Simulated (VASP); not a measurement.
These are optB88-vdW, VASP's PBE PAW potentials (set 64) (plane waves; VASP) values and carry that method's errors.

A VASP calculation is set up with these files.

INCAR:
```
! general
SYSTEM   = RuAl
PREC     = Accurate
ENCUT    = 520
LREAL    = .FALSE.
LASPH    = .TRUE.

! electronic loop
EDIFF    = 1E-7
NELM     = 100
ALGO     = Normal
LMAXMIX  = 4

! smearing
ISMEAR   = -5

! functional
GGA      = BO
LUSE_VDW = .TRUE.
AGGAC    = 0.0
PARAM1   = 0.1833333333
PARAM2   = 0.22

! ions
ISIF     = 2

! output
LWAVE    = .FALSE.
LCHARG   = .TRUE.
LORBIT   = 11
NEDOS    = 601
```

KPOINTS:
```
Automatic mesh
0
Gamma
14 14 14
0 0 0
```

File POSCAR:
```
RuAl
1
    3.0020087574     0.0000000000     0.0000000000
   -0.0000000000     3.0020087574    -0.0000000000
    0.0000000000    -0.0000000000     3.0020087574
Al Ru
1 1
Direct
  0.5000000000   0.5000000000   0.5000000000
  0.0000000000   0.0000000000   0.0000000000
```

POTCAR, in this order: Al Ru_pv (PBE.64 set). Program: vasp_std.

The resulting files:

File OSZICAR:
```
       N       E                     dE             d eps       ncg     rms          rms(c)
DAV:   1     0.118962485239E+03    0.11896E+03   -0.94201E+03  2920   0.132E+03
DAV:   2    -0.761589738647E+01   -0.12658E+03   -0.12180E+03  3120   0.349E+02
DAV:   3    -0.100468479972E+02   -0.24310E+01   -0.23768E+01  3448   0.489E+01
DAV:   4    -0.100733094105E+02   -0.26461E-01   -0.26440E-01  3300   0.507E+00
DAV:   5    -0.100739609292E+02   -0.65152E-03   -0.65242E-03  3700   0.691E-01    0.114E+01
DAV:   6    -0.961703446246E+01    0.45693E+00   -0.29507E+00  3064   0.197E+01    0.229E+00
DAV:   7    -0.955554591206E+01    0.61489E-01   -0.25864E-01  3028   0.605E+00    0.214E+00
DAV:   8    -0.954427398665E+01    0.11272E-01   -0.16945E-02  3160   0.148E+00    0.171E-01
DAV:   9    -0.954429369298E+01   -0.19706E-04   -0.27617E-04  3504   0.166E-01    0.118E-01
DAV:  10    -0.954431393091E+01   -0.20238E-04   -0.44581E-05  3220   0.829E-02    0.945E-03
DAV:  11    -0.954431183312E+01    0.20978E-05   -0.22508E-06  3580   0.188E-02    0.557E-03
DAV:  12    -0.954431184488E+01   -0.11761E-07   -0.14294E-07  2176   0.420E-03
   1 F= -.95443118E+01 E0= -.95443118E+01  d E =0.000000E+00
```

### OUTCAR
```
------------------------ aborting loop because EDIFF is reached ----------------------------------------
  FORCE on cell =-STRESS in cart. coord.  units (eV):
  Direction    XX          YY          ZZ          XY          YZ          ZX
  --------------------------------------------------------------------------------------
  Total       -0.0125544     -0.0125544     -0.0125544     -0.0000000     -0.0000000      0.0000000
  in kB       -0.7434834     -0.7434834     -0.7434834     -0.0000000     -0.0000000      0.0000000
  external PRESSURE =      -0.7434834 kB  Pullay stress =       0.0000000 kB
  volume of cell :       27.05
      direct lattice vectors                 reciprocal lattice vectors
     3.002008757  0.000000000  0.000000000     0.333110287  0.000000000  0.000000000
     0.000000000  3.002008757  0.000000000     0.000000000  0.333110287  0.000000000
     0.000000000  0.000000000  3.002008757     0.000000000  0.000000000  0.333110287
 POSITION                                       TOTAL-FORCE (eV/Angst)
 -----------------------------------------------------------------------------------
      1.50100      1.50100      1.50100         0.000000      0.000000      0.000000
      0.00000      0.00000      0.00000         0.000000      0.000000      0.000000
 -----------------------------------------------------------------------------------
    total drift:                                0.000000      0.000000      0.000000
  FREE ENERGIE OF THE ION-ELECTRON SYSTEM (eV)
  ---------------------------------------------------
  free  energy   TOTEN  =        -9.5443118449 eV

  energy  without entropy=       -9.5443118449  energy(sigma->0) =       -9.54431184

 total charge

# of ion       s       p       d       tot
------------------------------------------
    1        0.388   0.413   0.000   0.801
    2        0.332   6.236   6.235  12.802
--------------------------------------------------
tot          0.720   6.649   6.235  13.603
```
(Selected blocks of OUTCAR.)

For a metal the tetrahedron method with Blöchl corrections gives inexact stress and forces.

The compound is RuAl in the CsCl type structure. It was relaxed first. The electron count is odd and the run is not spin-polarised, which forces a metal.
